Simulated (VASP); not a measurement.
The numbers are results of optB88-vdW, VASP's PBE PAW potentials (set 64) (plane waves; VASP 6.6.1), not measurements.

VASP ran on this input.

File POSCAR:
```
MgI2 monolayer
1
    4.1731583570     0.0000000000     0.0000000000
   -2.0865791785     3.6140607183     0.0000000000
    0.0000000000     0.0000000000    19.4645560615
I Mg
2 1
Direct
  0.6666670000   0.3333330000   0.4139864908
  0.3333330000   0.6666670000   0.5860135092
  0.0000000000   0.0000000000   0.5000000000
```

### INCAR
```
! general
SYSTEM   = MgI2 monolayer
PREC     = Normal
ENCUT    = 400
LREAL    = .FALSE.   ! projection in real space or not
LASPH    = .TRUE.   ! aspherical one-centre terms

! electronic loop
EDIFF    = 1E-6
NELM     = 100   ! most electronic steps
NELMIN   = 4
ALGO     = Normal
LMAXMIX  = 4   ! l cut-off of mixed one-centre charges

! smearing
ISMEAR   = 0   ! Gaussian
SIGMA    = 0.05

! functional
GGA      = BO
LUSE_VDW = .TRUE.
AGGAC    = 0.0
PARAM1   = 0.1833333333
PARAM2   = 0.22

! output
LWAVE    = .FALSE.
LCHARG   = .FALSE.
LORBIT   = 11
LVHAR    = .TRUE.
```

File KPOINTS:
```
Automatic mesh
0
Gamma
12 12 1
0 0 0
```

POTCAR, in this order: I Mg (PBE.64 set). Program: vasp_std. Read from the step before: WAVECAR.

Unless said otherwise, spin-orbit coupling is left out, though it shifts the bands of the heavy elements here.

Question: Estimate the energy per atom (σ→0), band gap (on the k-mesh).

Answer: 
| Property | Value |
|---|---|
| energy per atom (σ→0) | -0.751 eV/atom |
| band gap (on the k-mesh) | 3.66 eV |

File OSZICAR:
```
       N       E                     dE             d eps       ncg     rms          rms(c)
DAV:   1    -0.225214247281E+01   -0.22521E+01   -0.10707E-04   576   0.157E-01    0.587E-03
DAV:   2    -0.225215638497E+01   -0.13912E-04   -0.25850E-06   520   0.142E-02    0.108E-03
DAV:   3    -0.225215987875E+01   -0.34938E-05   -0.74044E-07   476   0.768E-03    0.972E-04
DAV:   4    -0.225216083173E+01   -0.95298E-06   -0.36086E-07   340   0.508E-03
   1 F= -.22521608E+01 E0= -.22521608E+01  d E =-.158424E-13
```

The cell is a sheet with vacuum, built from MgI2 (1T layered).
